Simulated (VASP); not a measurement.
These are PBEsol GGA, VASP's PBE PAW potentials (set 64) (plane waves; VASP 6.6.1) values and carry that method's errors.

A VASP calculation is set up with these files.

INCAR:
```
# general
SYSTEM  = HfC(110) slab
PREC    = Normal
ENCUT   = 450   # plane-wave cut-off (eV)
LREAL   = F
LASPH   = T

# electronic loop
EDIFF   = 1E-6   # SCF stop (eV)
NELM    = 100   # most electronic steps
NELMIN  = 4
ALGO    = Normal
LMAXMIX = 6   # l cut-off of mixed one-centre charges

# smearing
ISMEAR  = 1
SIGMA   = 0.1   # width (eV)

# functional
GGA     = PS   # PBEsol

# output
LWAVE   = F
LCHARG  = F
LORBIT  = 11
LVHAR   = T

# other
LDIPOL  = T
IDIPOL  = 3
DIPOL   = 0.5 0.5 0.5
```

File POSCAR:
```
HfC(110) slab
1
    3.2568263209     0.0000000000     0.0000000000
    0.0000000000     4.6058486056     0.0000000000
    0.0000000000     0.0000000000    24.6600767405
Hf C
6 6
Direct
  0.0000000000   0.0000000000   0.3409441324
  0.5000000000   0.5000000000   0.3995890433
  0.0000000000   0.0000000000   0.4689341034
  0.5000000000   0.5000000000   0.5310658966
  0.0000000000   0.0000000000   0.6004109567
  0.5000000000   0.5000000000   0.6590558676
  0.5000000000   0.0000000000   0.3983393929
  0.0000000000   0.5000000000   0.3380767924
  0.5000000000   0.0000000000   0.5320683585
  0.0000000000   0.5000000000   0.4679316415
  0.5000000000   0.0000000000   0.6619232076
  0.0000000000   0.5000000000   0.6016606071
```

KPOINTS:
```
Regular mesh
0
gamma
9 6 1
```

POTCAR, in this order: Hf_pv C (PBE.64 set). Program: vasp_std. Read from the step before: WAVECAR.

Output

File OUTCAR:
```
 ion  position               nearest neighbor table
   1  0.000  0.000  0.341-   7 2.16   7 2.16   8 2.30   8 2.30   3 3.16   2 3.17   2 3.17   2 3.17
                             2 3.17
   2  0.500  0.500  0.400-   8 2.23   8 2.23   7 2.30   7 2.30  10 2.34  10 2.34   1 3.17   1 3.17
                             1 3.17   1 3.17   4 3.24   3 3.30   3 3.30   3 3.30   3 3.30
   3  0.000  0.000  0.469-   9 2.25   9 2.25  10 2.30  10 2.30   7 2.38   7 2.38   1 3.16   4 3.21
                             4 3.21   4 3.21   4 3.21   5 3.24   2 3.30   2 3.30   2 3.30   2 3.30
   4  0.500  0.500  0.531-  10 2.25  10 2.25   9 2.30   9 2.30  12 2.38  12 2.38   6 3.16   3 3.21
                             3 3.21   3 3.21   3 3.21   2 3.24   5 3.30   5 3.30   5 3.30   5 3.30
   5  0.000  0.000  0.600-  11 2.23  11 2.23  12 2.30  12 2.30   9 2.34   9 2.34   6 3.17   6 3.17
                             6 3.17   6 3.17   3 3.24   4 3.30   4 3.30   4 3.30   4 3.30
   6  0.500  0.500  0.659-  12 2.16  12 2.16  11 2.30  11 2.30   4 3.16   5 3.17   5 3.17   5 3.17
                             5 3.17
   7  0.500  0.000  0.398-   1 2.16   1 2.16   2 2.30   2 2.30   3 2.38   3 2.38
   8  0.000  0.500  0.338-   2 2.23   2 2.23   1 2.30   1 2.30
   9  0.500  0.000  0.532-   3 2.25   3 2.25   4 2.30   4 2.30   5 2.34   5 2.34
  10  0.000  0.500  0.468-   4 2.25   4 2.25   3 2.30   3 2.30   2 2.34   2 2.34
  11  0.500  0.000  0.662-   5 2.23   5 2.23   6 2.30   6 2.30
  12  0.000  0.500  0.602-   6 2.16   6 2.16   5 2.30   5 2.30   4 2.38   4 2.38
  LATTYP: Found a simple orthorhombic cell.
 ALAT       =     3.2568263209
 B/A-ratio  =     1.4142137627
 C/A-ratio  =     7.5718120375
 Subroutine PRICEL returns:
 Original cell was already a primitive cell.
 Subroutine GETGRP returns: Found  8 space group operations
The static configuration has the point symmetry C_2v.
 The point group associated with its full space group is D_2h.
The dynamic configuration has the point symmetry C_2v.
 Subroutine INISYM returns: Found  8 space group operations
 Subroutine IBZKPT returns following result:
 Found     20 irreducible k-points:

 Following reciprocal coordinates:
            Coordinates               Weight
  0.000000  0.000000  0.000000      1.000000
  0.111111  0.000000  0.000000      2.000000
  0.222222  0.000000  0.000000      2.000000
  0.333333  0.000000  0.000000      2.000000
  0.444444  0.000000  0.000000      2.000000
  0.000000  0.166667  0.000000      2.000000
  0.111111  0.166667  0.000000      4.000000
  0.222222  0.166667  0.000000      4.000000
  0.333333  0.166667  0.000000      4.000000
  0.444444  0.166667  0.000000      4.000000
  0.000000  0.333333  0.000000      2.000000
  0.111111  0.333333  0.000000      4.000000
  0.222222  0.333333  0.000000      4.000000
  0.333333  0.333333  0.000000      4.000000
  0.444444  0.333333  0.000000      4.000000
  0.000000  0.500000  0.000000      1.000000
  0.111111  0.500000  0.000000      2.000000
  0.222222  0.500000  0.000000      2.000000
  0.333333  0.500000  0.000000      2.000000
  0.444444  0.500000  0.000000      2.000000
   k-points           NKPTS =     20   k-points in BZ     NKDIM =     20   number of bands    NBANDS=     50
   number of dos      NEDOS =    301   number of ions     NIONS =     12
   total plane-waves  NPLWV =  55296
   dimension x,y,z NGX =    18 NGY =   24 NGZ =  128
   dimension x,y,z NGXF=    36 NGYF=   48 NGZF=  256
   ions per type =               6   6
   PREC   = normal    normal or accurate (medium, high low for compatibility)
   ISTART =      1    job   : 0-new  1-cont  2-samecut
   ICHARG =      0    charge: 1-file 2-atom 10-const
   ISPIN  =      1    spin polarized calculation?
   LNONCOLLINEAR =      F non collinear calculations
   LSORBIT =      F    spin-orbit coupling
   INIWAV =      1    electr: 0-lowe 1-rand  2-diag
   ENCUT  =  450.0 eV  33.07 Ry    5.75 a.u.   5.63  7.97 42.65*2*pi/ulx,y,z
   NELM   =    100;   NELMIN=  4; NELMDL=  0     # of ELM steps
   EDIFF  = 0.1E-05   stopping-criterion for ELM
   LREAL  =      F    real-space projection
   NLSPLINE    = F    spline interpolate recip. space projectors
   LMAXMIX     =    6 max onsite mixed and CHGCAR
   VOSKOWN=      0    Vosko Wilk Nusair interpolation
...
```

File OSZICAR:
```
       N       E                     dE             d eps       ncg     rms          rms(c)
DAV:   1    -0.125861042844E+03   -0.12586E+03   -0.16534E-03  2494   0.182E-01    0.142E-01
DAV:   2    -0.125860812867E+03    0.22998E-03   -0.38376E-03  2658   0.272E-01    0.137E-01
DAV:   3    -0.125860650000E+03    0.16287E-03   -0.50615E-04  2562   0.991E-02    0.395E-02
DAV:   4    -0.125860650827E+03   -0.82771E-06   -0.43777E-05  2292   0.204E-02    0.239E-02
DAV:   5    -0.125860651441E+03   -0.61363E-06   -0.18609E-06  1616   0.568E-03
   1 F= -.12586065E+03 E0= -.12586104E+03  d E =0.115366E-02
```

File OUTCAR:
```
------------------------ aborting loop because EDIFF is reached ----------------------------------------
  FORCE on cell =-STRESS in cart. coord.  units (eV):
  Direction    XX          YY          ZZ          XY          YZ          ZX
  --------------------------------------------------------------------------------------
  Total        5.5902919     -9.2170299     -0.2190361      0.0000000      0.0000000      0.0000000
  in kB       24.2128766    -39.9211364     -0.9486973      0.0000000      0.0000000      0.0000000
  external PRESSURE =      -5.5523190 kB  Pullay stress =       0.0000000 kB
  volume of cell :      369.91
      direct lattice vectors                 reciprocal lattice vectors
     3.256826321  0.000000000  0.000000000     0.307047383  0.000000000  0.000000000
     0.000000000  4.605848606  0.000000000     0.000000000  0.217115256  0.000000000
     0.000000000  0.000000000 24.660076740     0.000000000  0.000000000  0.040551374
 POSITION                                       TOTAL-FORCE (eV/Angst)
 -----------------------------------------------------------------------------------
      0.00000      0.00000      8.40771         0.000000      0.000000     -0.007454
      1.62841      2.30292      9.85390         0.000000      0.000000     -0.000552
      0.00000      0.00000     11.56395         0.000000      0.000000     -0.002817
      1.62841      2.30292     13.09613         0.000000      0.000000      0.002817
      0.00000      0.00000     14.80618         0.000000      0.000000      0.000552
      1.62841      2.30292     16.25237         0.000000      0.000000      0.007454
      1.62841      0.00000      9.82308         0.000000      0.000000      0.009275
      0.00000      2.30292      8.33700         0.000000      0.000000      0.006645
      1.62841      0.00000     13.12085         0.000000      0.000000      0.028326
      0.00000      2.30292     11.53923         0.000000      0.000000     -0.028326
      1.62841      0.00000     16.32308         0.000000      0.000000     -0.006645
      0.00000      2.30292     14.83700         0.000000      0.000000     -0.009275
 -----------------------------------------------------------------------------------
    total drift:                                0.000000      0.000000      0.000000
  FREE ENERGIE OF THE ION-ELECTRON SYSTEM (eV)
  ---------------------------------------------------
  free  energy   TOTEN  =      -125.8606514409 eV

  energy  without entropy=     -125.8618051007  energy(sigma->0) =     -125.86103599

 total charge

# of ion       s       p       d       tot
------------------------------------------
    1        0.344   6.486   1.756   8.587
    2        0.330   6.667   1.757   8.754
    3        0.320   6.653   1.731   8.704
    4        0.320   6.653   1.731   8.704
    5        0.330   6.667   1.757   8.754
    6        0.344   6.486   1.756   8.587
    7        0.875   1.547   0.000   2.422
    8        0.899   1.408   0.000   2.306
    9        0.875   1.516   0.000   2.391
   10        0.875   1.516   0.000   2.391
   11        0.899   1.408   0.000   2.306
   12        0.875   1.547   0.000   2.422
--------------------------------------------------
tot          7.286  48.554  10.488  66.328
```
(Selected blocks of OUTCAR.)

At this cut-off the stress carries a Pulay error, which pulls relaxed volumes low.

The cell is a thin slab with vacuum, built from HfC (rock salt): (110) face.
